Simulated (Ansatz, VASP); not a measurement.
## Si (6H polytype (invented)) in two plane-wave programs

Aim: how closely do two programs agree when they are given the same cell, functional and k mesh? The cell is taken from a series of runs on this material, whose earlier steps may have relaxed, scaled, displaced or heated it; both programs get it as it stands.

Calculated with Ansatz 0.2.0; plane waves, with VASP 6.6.1 beside it; relaxation of cell and atoms at r2SCAN.

**1. Set-up**

Symmetry: P6_3/mmc, No. 194, hexagonal system. The conventional cell has a = 3.843 Å, b = 3.843 Å, c = 18.906 Å, α = 90.00°, β = 90.00°, γ = 120.00°. Nearest to Si lie 4 Si at 2.36 to 2.38 Å. Nearest to Si lie 4 Si at 2.35 to 2.36 Å. Nearest to Si lie 4 Si at 2.35 Å.

**2. VASP: relaxation of cell and atoms, r2SCAN, pair 1**

The relaxed volume is the usual yardstick between codes: in a stiff, nearly cubic crystal its relative difference is about their pressure difference at one cell divided by the bulk modulus.

Lines of VASP's logs that name or quote its potential files are left out, and so is its time.

Input file INCAR:

```
SYSTEM = Si
PREC = Accurate
ENCUT = 550
EDIFF = 1E-07
NELM = 120
ISMEAR = 0
SIGMA = 0.01
LREAL = .FALSE.
ALGO = Normal
METAGGA = R2SCAN
LASPH = .TRUE.
NBANDS = 36
LORBIT = 11
LWAVE = .FALSE.
LCHARG = .FALSE.
ISIF = 3
IBRION = 2
NSW = 80
EDIFFG = -0.005
GGA_COMPAT = .FALSE.
NELMIN = 4
EFERMI = MIDGAP
LMIXTAU = .TRUE.
KPAR = 2
```

Input file POSCAR:

```
Si
1.0
    3.8433040000      0.0000000000      0.0000000000
   -1.9216520000      3.3283990000      0.0000000000
    0.0000000000      0.0000000000     18.9056130000
Si
12
Direct
    0.0000000000      0.0000000000      0.6871782999
    0.3333332332      0.6666664664      0.8546494631
    0.6666666166      0.3333332332      0.0207984793
    0.0000000000      0.0000000000      0.1871782735
    0.6666666166      0.3333332332      0.3546494895
    0.3333332332      0.6666664664      0.5207985057
    0.0000000000      0.0000000000      0.8128216736
    0.3333332332      0.6666664664      0.9792014678
    0.6666666166      0.3333332332      0.1453504840
    0.0000000000      0.0000000000      0.3128217001
    0.6666666166      0.3333332332      0.4792014943
    0.3333332332      0.6666664664      0.6453505105
```

Input file KPOINTS:

```
Automatic mesh
0
Gamma
9 9 2
0 0 0
```

The projector-augmented-wave data sets are Si (PBE family, release 64).

Command:

```bash
mpirun -np 2 vasp_std
```

Numbers of over 12 decimals in the logs are rounded to 6 here.

What it wrote:

```text
[banner, memory and clock lines left out]
running    2 mpi-ranks, on    1 nodes
 distrk:  each k-point on    1 cores,    2 groups
 distr:  one band on    1 cores,    1 groups

 POSCAR found type information on POSCAR Si
 POSCAR found :  1 types and      12 ions
|                                                                             |
|               ----> ADVICE to this user running VASP <----                  |
|                                                                             |
|     You enforced a specific xc type in the INCAR file but a different       |
|     [... a line on the potential file left out ...]
|     I HOPE YOU KNOW WHAT YOU ARE DOING!                                     |
|                                                                             |

 LDA part: xc-table for (None), standard interpolation
 POSCAR, INCAR and KPOINTS ok, starting setup
 FFT: planning ... GRIDC
 FFT: planning ... GRID_SOFT
 FFT: planning ... GRID
 WAVECAR not read
 entering main loop
       N       E                     dE             d eps       ncg     rms          rms(c)
DAV:   1     0.729154924141E+02    0.72915E+02   -0.19426E+04  1728   0.119E+03
DAV:   2    -0.102619788783E+03   -0.17554E+03   -0.16513E+03  2172   0.169E+02
DAV:   3    -0.112084554875E+03   -0.94648E+01   -0.93262E+01  2264   0.355E+01
DAV:   4    -0.112270351679E+03   -0.18580E+00   -0.18510E+00  2188   0.604E+00
DAV:   5    -0.112274455523E+03   -0.41038E-02   -0.40999E-02  2192   0.879E-01    0.147E+01
DAV:   6    -0.110977494454E+03    0.12970E+01   -0.52335E-01  2056   0.292E+00    0.994E+00
DAV:   7    -0.105484429743E+03    0.54931E+01   -0.66483E-01  1880   0.435E+00    0.702E-01
DAV:   8    -0.109406143419E+03   -0.39217E+01   -0.64785E-01  1808   0.414E+00    0.823E-01
DAV:   9    -0.108531073514E+03    0.87507E+00   -0.36834E-02  2160   0.101E+00    0.629E-01
DAV:  10    -0.104444486892E+03    0.40866E+01   -0.58316E-01  1756   0.322E+00    0.179E-01
DAV:  11    -0.104246952925E+03    0.19753E+00   -0.23314E-02  1916   0.992E-01    0.169E-01
DAV:  12    -0.104270473833E+03   -0.23521E-01   -0.33783E-02  1796   0.133E+00    0.103E-01
DAV:  13    -0.104647679925E+03   -0.37721E+00   -0.54357E-02  1784   0.131E+00    0.828E-02
DAV:  14    -0.104495001482E+03    0.15268E+00   -0.12689E-02  1800   0.663E-01    0.812E-02
[...]
DAV:  31    -0.105265949427E+03    0.18896E-04   -0.34245E-06  1816   0.147E-02    0.115E-02
DAV:  32    -0.105265991273E+03   -0.41846E-04   -0.82170E-06  1784   0.185E-02    0.761E-03
DAV:  33    -0.105265990713E+03    0.55933E-06   -0.92722E-07  1956   0.638E-03    0.650E-03
DAV:  34    -0.105265992388E+03   -0.16743E-05   -0.72436E-08  1112   0.181E-03    0.627E-03
DAV:  35    -0.105265992971E+03   -0.58361E-06   -0.62630E-08   972   0.152E-03    0.494E-03
DAV:  36    -0.105265994229E+03   -0.12573E-05   -0.13636E-07   984   0.226E-03    0.365E-03
DAV:  37    -0.105265995143E+03   -0.91395E-06   -0.12323E-07  1020   0.223E-03    0.251E-03
DAV:  38    -0.105265995206E+03   -0.63555E-07   -0.44924E-08   936   0.137E-03
   1 F= -.10526600E+03 E0= -.10526600E+03  d E =-.105266E+03
 curvature:   0.00 expect dE= 0.000E+00 dE for cont linesearch  0.000E+00
 trial: gam= 0.00000 g(F)=  0.224E-06 g(S)=  0.140E-02 ort = 0.000E+00 (trialstep = 0.100E+01)
 search vector abs. value=  0.140E-02
 bond charge predicted
       N       E                     dE             d eps       ncg     rms          rms(c)
DAV:   1    -0.105266330861E+03   -0.33572E-03   -0.16574E-02  1868   0.464E-01    0.143E-01
DAV:   2    -0.105265981404E+03    0.34946E-03   -0.59353E-04  2148   0.917E-02    0.102E-01
DAV:   3    -0.105266036504E+03   -0.55100E-04   -0.55073E-04  1780   0.799E-02    0.575E-02
DAV:   4    -0.105265989898E+03    0.46606E-04   -0.45502E-05  1932   0.266E-02    0.317E-02
DAV:   5    -0.105266086403E+03   -0.96505E-04   -0.10215E-05  1984   0.170E-02    0.151E-02
DAV:   6    -0.105266127137E+03   -0.40735E-04   -0.15368E-05  1820   0.238E-02    0.103E-02
DAV:   7    -0.105266127242E+03   -0.10446E-06   -0.46411E-06  1784   0.133E-02    0.177E-03
DAV:   8    -0.105266143686E+03   -0.16444E-04   -0.18392E-06  1840   0.890E-03    0.251E-03
DAV:   9    -0.105266151151E+03   -0.74651E-05   -0.10848E-06  1808   0.660E-03    0.326E-03
DAV:  10    -0.105266153480E+03   -0.23283E-05   -0.43127E-07  1784   0.479E-03    0.148E-03
DAV:  11    -0.105266154692E+03   -0.12124E-05   -0.24802E-07  1360   0.356E-03    0.397E-04
DAV:  12    -0.105266154880E+03   -0.18814E-06   -0.32154E-08   932   0.980E-04    0.699E-05
DAV:  13    -0.105266154860E+03    0.19858E-07   -0.86475E-09   904   0.580E-04
   2 F= -.10526615E+03 E0= -.10526615E+03  d E =-.159654E-03
 trial-energy change:   -0.000160  1 .order   -0.000148   -0.001405    0.001109
 step:   0.5658(harm=  0.5588)  dis= 0.00002  next Energy=  -105.266395 (dE=-0.399E-03)
 bond charge predicted
       N       E                     dE             d eps       ncg     rms          rms(c)
DAV:   1    -0.105266436457E+03   -0.28158E-03   -0.31206E-03  1868   0.201E-01    0.621E-02
DAV:   2    -0.105266368430E+03    0.68028E-04   -0.11048E-04  2144   0.396E-02    0.442E-02
DAV:   3    -0.105266379580E+03   -0.11151E-04   -0.10622E-04  1776   0.352E-02    0.253E-02
DAV:   4    -0.105266367483E+03    0.12097E-04   -0.90774E-06  1912   0.119E-02    0.137E-02
DAV:   5    -0.105266382142E+03   -0.14660E-04   -0.20398E-06  2004   0.768E-03    0.685E-03
DAV:   6    -0.105266383712E+03   -0.15691E-05   -0.32003E-06  1828   0.109E-02    0.484E-03
DAV:   7    -0.105266386341E+03   -0.26293E-05   -0.10199E-06  1780   0.633E-03    0.912E-04
DAV:   8    -0.105266389390E+03   -0.30489E-05   -0.29663E-07  1612   0.353E-03    0.956E-04
DAV:   9    -0.105266391345E+03   -0.19550E-05   -0.24003E-07  1220   0.329E-03    0.133E-03
DAV:  10    -0.105266391061E+03    0.28354E-06   -0.85191E-08   916   0.221E-03    0.642E-04
DAV:  11    -0.105266391327E+03   -0.26533E-06   -0.65842E-08   936   0.184E-03    0.199E-04
DAV:  12    -0.105266391265E+03    0.62114E-07   -0.16165E-08   900   0.716E-04
   3 F= -.10526639E+03 E0= -.10526639E+03  d E =-.396058E-03
 curvature:  -0.28 expect dE=-0.128E-06 dE for cont linesearch -0.112E-06
 trial: gam= 0.00000 g(F)=  0.398E-07 g(S)=  0.419E-06 ort =-0.237E-04 (trialstep = 0.913E+00)
 search vector abs. value=  0.459E-06
 reached required accuracy - stopping structural energy minimisation
```

OUTCAR, selected parts (step 2):

```text
ion  position               nearest neighbor table
   1  0.000  0.000  0.687-  12 2.36  12 2.36  12 2.36   7 2.38
   2  0.333  0.667  0.855-   8 2.35   7 2.36   7 2.36   7 2.36
   3  0.667  0.333  0.021-   8 2.35   8 2.35   8 2.35   9 2.35
   4  0.000  0.000  0.187-   9 2.36   9 2.36   9 2.36  10 2.38
   5  0.667  0.333  0.355-  11 2.35  10 2.36  10 2.36  10 2.36
   6  0.333  0.667  0.521-  11 2.35  11 2.35  11 2.35  12 2.35
   7  0.000  0.000  0.813-   2 2.36   2 2.36   2 2.36   1 2.38
   8  0.333  0.667  0.979-   3 2.35   3 2.35   3 2.35   2 2.35
   9  0.667  0.333  0.145-   3 2.35   4 2.36   4 2.36   4 2.36
  10  0.000  0.000  0.313-   5 2.36   5 2.36   5 2.36   4 2.38
  11  0.667  0.333  0.479-   6 2.35   6 2.35   6 2.35   5 2.35
  12  0.333  0.667  0.645-   6 2.35   1 2.36   1 2.36   1 2.36

  LATTYP: Found a hexagonal cell.
 ALAT       =     3.8433040000
 C/A-ratio  =     4.9191042395

 Subroutine GETGRP returns: Found 24 space group operations
 (whereof 12 operations were pure point group operations)

The static configuration has the point symmetry D_3d.
 The point group associated with its full space group is D_6h.

 Found     24 irreducible k-points:

   k-points           NKPTS =     24   k-points in BZ     NKDIM =     24   number of bands    NBANDS=     36

   dimension x,y,z NGX =    30 NGY =   30 NGZ =  150
   dimension x,y,z NGXF=    60 NGYF=   60 NGZF=  300

   ENCUT  =  550.0 eV  40.42 Ry    6.36 a.u.   7.35  7.35 36.15*2*pi/ulx,y,z

   NELECT =      48.0000    total number of electrons

 k-points in reciprocal lattice and weights: Automatic mesh
   0.00000000  0.00000000  0.00000000       0.006
   0.11111111  0.00000000  0.00000000       0.037
   0.22222222  0.00000000  0.00000000       0.037
   0.33333333  0.00000000  0.00000000       0.037
   0.44444444  0.00000000  0.00000000       0.037
   0.11111111  0.11111111  0.00000000       0.037
   0.22222222  0.11111111  0.00000000       0.074
   0.33333333  0.11111111  0.00000000       0.074
   0.44444444  0.11111111  0.00000000       0.037
[...]
0.33333333  0.22222222  0.50000000       0.074
   0.33333333  0.33333333  0.50000000       0.012

 average (electrostatic) potential at core
       1 -86.2335       2 -86.2278       3 -86.2252       4 -86.2335       5 -86.2277
       6 -86.2252       7 -86.2335       8 -86.2252       9 -86.2277      10 -86.2335
      11 -86.2252      12 -86.2278

 E-fermi :   6.1695

 k-point     1 :       0.0000    0.0000    0.0000
  band No.  band energies     occupation
    ...
     20       5.3355      2.00000
     21       5.3355      2.00000
     22       5.6604      2.00000
     23       5.7776      2.00000
     24       5.7776      2.00000
     25       7.4682      0.00000
     26       7.6380      0.00000
     27       7.8692      0.00000
     28       8.3142      0.00000
     29       8.3300      0.00000
    ...

 k-point     2 :       0.1111    0.0000    0.0000
  band No.  band energies     occupation
    ...
     20       4.8224      2.00000
     21       5.0109      2.00000
     22       5.0807      2.00000
     23       5.4413      2.00000
     24       5.5766      2.00000
     25       7.9135      0.00000
     26       7.9994      0.00000
     27       8.3364      0.00000
     28       8.4871      0.00000
     29       8.6732      0.00000
    ...

 k-point     3 :       0.2222    0.0000    0.0000
  band No.  band energies     occupation
    ...
     20       4.0002      2.00000
     21       4.5364      2.00000
     22       4.5592      2.00000
     23       4.9026      2.00000
     24       5.1185      2.00000
     25       7.1974      0.00000
     26       7.5826      0.00000
     27       7.6152      0.00000
     28       8.2666      0.00000
     29       8.4433      0.00000
    ...

  Total        0.0066588      0.0066588      0.0039401     -0.0000000      0.0000000      0.0000000
  in kB        0.0442171      0.0442171      0.0261634     -0.0000000      0.0000000      0.0000000
  external PRESSURE =       0.0381992 kB  Pullay stress =       0.0000000 kB

  energy-cutoff  :      550.00
  volume of cell :      241.28
      direct lattice vectors                 reciprocal lattice vectors
     3.840323988  0.000000000  0.000000000     0.260394697  0.150338944  0.000000000
    -1.920161994  3.325818233 -0.000000000    -0.000000000  0.300677887 -0.000000000
    -0.000000000  0.000000000 18.890911499    -0.000000000  0.000000000  0.052935508

 POSITION                                       TOTAL-FORCE (eV/Angst)
 -----------------------------------------------------------------------------------
      0.00000      0.00000     12.98141         0.000000      0.000000      0.000426
     -0.00000      2.21721     16.14509         0.000000      0.000000     -0.000154
      1.92016      1.10861      0.39289        -0.000000      0.000000      0.000041
     -0.00000      0.00000      3.53595        -0.000000     -0.000000      0.000426
      1.92016      1.10861      6.69963        -0.000000     -0.000000     -0.000154
     -0.00000      2.21721      9.83835        -0.000000      0.000000      0.000041
      0.00000      0.00000     15.35496         0.000000      0.000000     -0.000426
     -0.00000      2.21721     18.49802        -0.000000     -0.000000     -0.000041
      1.92016      1.10861      2.74583        -0.000000     -0.000000      0.000154
     -0.00000      0.00000      5.90950        -0.000000     -0.000000     -0.000426
      1.92016      1.10861      9.05256         0.000000     -0.000000     -0.000041
     -0.00000      2.21721     12.19128         0.000000     -0.000000      0.000154
 -----------------------------------------------------------------------------------
    total drift:                               -0.000000      0.000175      0.000000

  FREE ENERGIE OF THE ION-ELECTRON SYSTEM (eV)
  ---------------------------------------------------
  free  energy   TOTEN  =      -105.2663912646 eV

  energy  without entropy=     -105.2663912646  energy(sigma->0) =     -105.26639126

 reached required accuracy - stopping structural energy minimisation

 total charge
# of ion       s       p       d       tot
------------------------------------------
    1        0.745   0.960   0.000   1.705
    2        0.744   0.962   0.000   1.707
    3        0.745   0.963   0.000   1.708
    4        0.745   0.960   0.000   1.705
    5        0.744   0.962   0.000   1.707
    6        0.745   0.963   0.000   1.708
    7        0.745   0.960   0.000   1.705
    8        0.745   0.963   0.000   1.708
    9        0.744   0.962   0.000   1.707
   10        0.745   0.960   0.000   1.705
   11        0.745   0.963   0.000   1.708
   12        0.744   0.962   0.000   1.707
--------------------------------------------------
tot          8.938  11.542   0.000  20.480

[... 3 further parts left out ...]
```

CONTCAR:

```
Si
   1.00000000000000
     3.8403239875724564    0.0000000000000000    0.0000000000000000
    -1.9201619937862282    3.3258182332979738   -0.0000000000000000
    -0.0000000000000000    0.0000000000000000   18.8909114994895475
  Si
    12
Direct
     0.0000000000000000    0.0000000000000000    0.6871774317585193
     0.3333332332000012    0.6666664664000024    0.8546482900207425
     0.6666666165999970    0.3333332332000012    0.0207979505359360
     0.0000000000000000    0.0000000000000000    0.1871774053585242
     0.6666666165999970    0.3333332332000012    0.3546483164207376
     0.3333332332000012    0.6666664664000024    0.5207979769359382
     0.0000000000000000    0.0000000000000000    0.8128225417414767
     0.3333332332000012    0.6666664664000024    0.9792019965640649
     0.6666666165999970    0.3333332332000012    0.1453516570792584
     0.0000000000000000    0.0000000000000000    0.3128225682414807
     0.6666666165999970    0.3333332332000012    0.4792020230640618
     0.3333332332000012    0.6666664664000024    0.6453516835792624
```

(Continued in part 2 of 2.)

[Lines on the potential files, build, host, timing and source positions are cut from VASP's logs without a mark.]

[Logs are printed without paths, hosts, clocks, repeated set-up lines and the standing remarks that a program may print on its own settings, such as how far it seeks lower states.]

[Hosts, paths, dates, database ids (printed as entryN), source tags and the programs' standing remarks are cut or masked in the printed files.]
